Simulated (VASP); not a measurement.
Input:

```xyz
8
Lattice="-3.9194 3.9194 3.9194 3.9194 -3.9194 3.9194 3.9194 3.9194 -3.9194" Properties=species:S:1:pos:R:3 pbc="T T T"
V      0.0000     0.0000     0.0000
Tl     0.0000     0.0000     3.9194
Tl     3.9194     0.0000     0.0000
Tl     0.0000     3.9194     0.0000
Se     2.6016     2.6016     2.6016
Se    -1.3178     1.3178     1.3178
Se     1.3178     1.3178    -1.3178
Se     1.3178    -1.3178     1.3178
```

Computed with LDA (Ceperley-Alder, Perdew-Zunger), VASP's LDA PAW potentials (set 64) (plane waves; VASP). Numerical set-up: 300 eV cut-off, 3×3×3 Γ-centred mesh, Fermi-Dirac smearing of 0.010 eV, potentials V_sv Tl_d Se.

At this cut-off the stress carries a Pulay error, which pulls relaxed volumes low.

**Question.** Estimate the energy per atom (σ→0), pressure, largest force.

**Answer.** 
```json
{
 "energy per atom (σ→0)": "-4.851 eV/atom",
 "pressure": "-3.44 GPa",
 "largest_force": "0.186 eV/Å"
}
```

The absolute energy has meaning only against runs of the same code, potentials and settings.

The structure comes from a computed database's Tl3VSe4 entry (I-43m); how it stands against other phases isn't given here. The cell was not relaxed at this level. The run is not spin-polarised, so no magnetic state was tried.
